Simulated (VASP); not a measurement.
Elastic constants (GPa) of a crystal from LDA (Ceperley-Alder, Perdew-Zunger), VASP's LDA PAW potentials (set 64) in VASP:

```tsv
	xx	yy	zz	yz	xz	xy
xx	380.3	199.8	199.8	0.0	0.0	0.0
yy	199.8	380.3	199.8	0.0	0.0	0.0
zz	199.8	199.8	380.3	0.0	0.0	0.0
yz	0.0	0.0	0.0	153.8	0.0	0.0
xz	0.0	0.0	0.0	0.0	153.8	0.0
xy	0.0	0.0	0.0	0.0	0.0	153.8
```

Finite-difference elastic constants of metals are sensitive to mesh and smearing; shear constants can be off by tens of GPa.

Problem. Work out the Voigt, Reuss and Hill moduli, Young's modulus and Poisson's ratio.

Solution. All eigenvalues are positive (smallest 153.8 GPa), so the crystal is stable. K_V = (C11+C22+C33+2(C12+C13+C23))/9 = (1140.9 + 2×599.4)/9 = 260.0 GPa; G_V = (1140.9 − 599.4 + 3×461.4)/15 = 128.4 GPa. From the compliances, K_R = 260.0 GPa and G_R = 120.0 GPa. Hill: K = 260.0 GPa, G = 124.2 GPa, E = 9KG/(3K+G) = 321.4 GPa, ν = (3K−2G)/(2(3K+G)) = 0.294. K/G = 2.09, above Pugh's 1.75; universal anisotropy A^U = 0.35.

Problem. With a density of 8.42 g/cm³, what are the mean sound speeds?

Solution. v_l = √((K+4G/3)/ρ) = 7.11 km/s and v_t = √(G/ρ) = 3.84 km/s. The crystal is SiNi$_{3}$ (space group Pm-3m), cubic.

The structure comes from a computed database's SiNi3 entry (Pm-3m); how it stands against other phases isn't given here. It was relaxed first. The run is not spin-polarised, so no magnetic state was tried.
